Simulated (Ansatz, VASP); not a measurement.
# One calculation of Si7Sn, two programs

```
Si Sn
1.0
    -3.25278    3.25278    3.25278
     3.25278   -3.25278    3.25278
     3.25278    3.25278   -3.25278
Si Sn
7 1
Direct
  0.00000 0.50000 0.50000
  0.50000 0.50000 0.00000
  0.50000 0.00000 0.50000
  0.00000 0.00000 0.50000
  0.00000 0.50000 0.00000
  0.50000 0.00000 0.00000
  0.50000 0.50000 0.50000
  0.00000 0.00000 0.00000
```

Change from the starting cell: species swapped into the Fe7Co type (Im-3m, No. 229).

Alike in both runs: task relaxation of cell and atoms; functional PBE; k mesh 8 × 8 × 8; occupations gaussian, width 0.1 eV; no spin polarisation.

```csv
,VASP,Ansatz
version,VASP 6.6.1,Ansatz 0.2.0
potentials or method,"VASP PAW PBE potentials, release 64 (Si, Sn_d)","scalar-relativistic, plane waves, PAW"
plane-wave cutoff (eV),600,420
valence electrons in the cell,42,42
```

```csv
,VASP,Ansatz,Ansatz less VASP
"gap on the k mesh at the Fermi level, each at its own relaxed structure (eV)",none,none,-
relaxed volume (Å³/atom),16.55,16.56,+0.004
relaxed cell length with the largest relative difference (Å),5.562,5.562,+0.0005
energy change over the relaxation (meV/atom),-6,-6,0.0
```

A gap of «none» marks a metal or a gap that the smearing closes.
